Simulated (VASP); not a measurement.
Level of theory: HSE06 screened hybrid, VASP's PBE PAW potentials (set 64) (plane waves; VASP).

The input files of a VASP run:

INCAR:
```
SYSTEM  =  CdSe
PREC  =  Accurate; ENCUT  =  300; LREAL  =  .False.
LASPH  =  .True.; ISYM  =  3
EDIFF  =  1E-6; NELM  =  100; ALGO  =  Normal
LMAXMIX  =  4
ISMEAR  =  0; SIGMA  =  0.01
GGA  =  PE; LHFCALC  =  .True.; AEXX  =  0.25
HFSCREEN  =  0.2; PRECFOCK  =  Fast
ISIF  =  2
LWAVE  =  .False.; LCHARG  =  .False.
```

**POSCAR**
```
CdSe
1
    4.4021550000     0.0000000000     0.0000000000
   -2.2010770000     3.8123770000     0.0000000000
    0.0000000000     0.0000000000     7.1812990000
Cd Se
2 2
Direct
  0.6666670000   0.3333330000   0.4999500000
  0.3333330000   0.6666670000   0.9999500000
  0.6666670000   0.3333330000   0.8759100000
  0.3333330000   0.6666670000   0.3759100000
```

KPOINTS:
```
kpoints
0
Gamma
 4 4 2
```

POTCAR, in this order: Cd Se (PBE.64 set). Program: vasp_std.

What VASP printed:

File OSZICAR:
```
       N       E                     dE             d eps       ncg     rms          rms(c)
DAV:   1    -0.292489859221E+04   -0.29249E+04   -0.13678E+04   360   0.955E+02
DAV:   2    -0.310642945213E+04   -0.18153E+03   -0.17953E+03   406   0.279E+02
DAV:   3    -0.311509597690E+04   -0.86665E+01   -0.86395E+01   412   0.595E+01
DAV:   4    -0.311517279892E+04   -0.76822E-01   -0.76800E-01   394   0.534E+00
DAV:   5    -0.143904211603E+02    0.31008E+04   -0.19862E+01   352   0.467E+01    0.111E+01
DAV:   6    -0.136573518155E+02    0.73307E+00   -0.23295E+00   364   0.926E+00    0.708E+00
DAV:   7    -0.136489057860E+02    0.84460E-02   -0.68236E-01   382   0.387E+00    0.462E+00
DAV:   8    -0.136601456806E+02   -0.11240E-01   -0.52927E-02   412   0.125E+00    0.265E+00
DAV:   9    -0.136539327620E+02    0.62129E-02   -0.28394E-03   412   0.399E-01    0.145E+00
DAV:  10    -0.136517585669E+02    0.21742E-02   -0.26386E-03   388   0.267E-01    0.778E-01
DAV:  11    -0.136513307903E+02    0.42778E-03   -0.74644E-04   418   0.147E-01    0.431E-01
DAV:  12    -0.136512391562E+02    0.91634E-04   -0.16484E-04   406   0.883E-02    0.245E-01
DAV:  13    -0.136512338649E+02    0.52913E-05   -0.59691E-05   412   0.578E-02    0.140E-01
DAV:  14    -0.136512493081E+02   -0.15443E-04   -0.25846E-05   406   0.371E-02    0.809E-02
DAV:  15    -0.136512636028E+02   -0.14295E-04   -0.10538E-05   412   0.227E-02    0.472E-02
DAV:  16    -0.136512729625E+02   -0.93597E-05   -0.43801E-06   400   0.141E-02    0.283E-02
DAV:  17    -0.136512783750E+02   -0.54125E-05   -0.19296E-06   342   0.895E-03    0.172E-02
DAV:  18    -0.136512813308E+02   -0.29557E-05   -0.94463E-07   296   0.611E-03    0.110E-02
DAV:  19    -0.136512828914E+02   -0.15606E-05   -0.46027E-07   278   0.410E-03    0.703E-03
DAV:  20    -0.136512837060E+02   -0.81467E-06   -0.22768E-07   272   0.282E-03
   1 F= -.13651284E+02 E0= -.13651284E+02  d E =-.120644E-39
```

### OUTCAR
```
------------------------ aborting loop because EDIFF is reached ----------------------------------------
  FORCE on cell =-STRESS in cart. coord.  units (eV):
  Direction    XX          YY          ZZ          XY          YZ          ZX
  --------------------------------------------------------------------------------------
  Total       -1.1523320     -1.1523314     -1.3226736     -0.0000002      0.0000000      0.0000000
  in kB      -15.3187750    -15.3187665    -17.5832480     -0.0000020      0.0000000      0.0000000
  external PRESSURE =     -16.0735965 kB  Pullay stress =       0.0000000 kB
  volume of cell :      120.52
      direct lattice vectors                 reciprocal lattice vectors
     4.402155000  0.000000000  0.000000000     0.227161470  0.131151742  0.000000000
    -2.201077000  3.812377000  0.000000000     0.000000000  0.262303544  0.000000000
     0.000000000  0.000000000  7.181299000     0.000000000  0.000000000  0.139250573
  FREE ENERGIE OF THE ION-ELECTRON SYSTEM (eV)
  ---------------------------------------------------
  free  energy   TOTEN  =       -13.6512837060 eV

  energy  without entropy=      -13.6512837060  energy(sigma->0) =      -13.65128371

  exchange ACFDT corr.  =         0.00000000  see jH, gK, PRB 81, 115126
```
(Selected blocks of OUTCAR.)

At this cut-off the stress carries a Pulay error, which pulls relaxed volumes low.

The structure comes from a computed database's CdSe entry; how it stands against other phases isn't given here. The cell was not relaxed at this level. The k-mesh is coarse (spacing up to 0.44 per Å, 2π included), so the numbers may not be converged in it. The run is one of a series of settings (KPOINTS 4×4×2 Γ-centred mesh against the base run), some of them coarse on purpose.
